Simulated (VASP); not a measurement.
Write the native input for VASP 6.6.1 that does the following.

```yaml
Task: relaxation of the atoms
Functional: PBEsol
Potentials_or_basis: VASP PAW PBE potentials, release 64 (Ge_d)
Cutoff: 600 eV
k_mesh: 10 × 10 × 10
Occupations: gaussian, width 0.03 eV
Spin: no spin polarisation
Further_INCAR_settings: ALGO = Fast; EDIFF = 1e-07; IBRION = 2; EDIFFG = -0.01; NSW = 40
```

The structure of Ge lies in POSCAR:

```
Ge                                      
1.0
    0.0000000000      2.8370028123      2.8370028123
    2.8370028123      0.0000000000      2.8370028123
    2.8370028123      2.8370028123      0.0000000000
  Ge            
     2
Direct
     0.0000000000000000    0.0000000000000000    0.0000000000000000
     0.2500000000000000    0.2500000000000000    0.2500000000000000
```

These files were run (other wordings do the same):

INCAR

```
SYSTEM = Ge
PREC     = Accurate       ! precision mode
ENCUT    = 600            ! plane-wave cutoff, eV
EDIFF    = 1E-7           ! SCF threshold, eV
ISMEAR   = 0              ! smearing method
SIGMA    = 0.03           ! smearing width, eV
LREAL    = .False.        ! projectors in reciprocal space
LASPH    = .True.         ! aspherical terms in the spheres
NELM     = 80             ! most SCF steps
ALGO     = Fast           ! electronic algorithm
ISIF     = 2              ! what is computed and relaxed
LWAVE    = .False.        ! write WAVECAR
LCHARG   = .False.        ! write CHGCAR
GGA      = PS             ! functional
IBRION   = 2              ! ionic algorithm
NSW      = 40             ! ionic steps
EDIFFG   = -0.01          ! ionic threshold
```

KPOINTS

```
regular mesh
0
Gamma
  10 10 10
  0 0 0
```

Potentials or basis: VASP PAW PBE potentials, release 64 (Ge_d).

Launch:

```console
$ cat potpaw_PBE.64/Ge_d/POTCAR > POTCAR
$ mpirun -np 1 vasp_std > vasp.out
```

Results of the run:

```yaml
Pressure_after_relaxing: 0.1 GPa
Band_gap_on_the_k_mesh: none (metal or under the smearing width)
```

Caveat: the relaxation stopped at its first step, so nothing moved; the PAW data sets were made with another functional, which shifts forces and pressure a little; this crystal is a semiconductor, whose small gap the functional closes, so the metal is an error of the method.

Run time: 26 s on 1 thread of Intel(R) Xeon(R) 6975P-C (Granite Rapids), on a shared host, peak memory 0.18 GiB.
